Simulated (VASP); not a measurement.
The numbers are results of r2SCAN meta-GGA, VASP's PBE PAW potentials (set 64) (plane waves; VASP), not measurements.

Gaps are without spin-orbit coupling.

```yaml
volume_per_atom: 12.76 Å^3/atom
band gap (over mesh and band path): 2.58 eV
smallest direct gap (over mesh and band path): 3.24 eV
```

Problem. Which relaxed crystal gives these values?
A) Rb2H4Pt, P4_2/mnm (136)
B) KTaO3, Pm-3m (221)
C) NaI, Fm-3m (225)
D) CuI, F-43m (216)

Solution. B, KTaO3, Pm-3m (221)
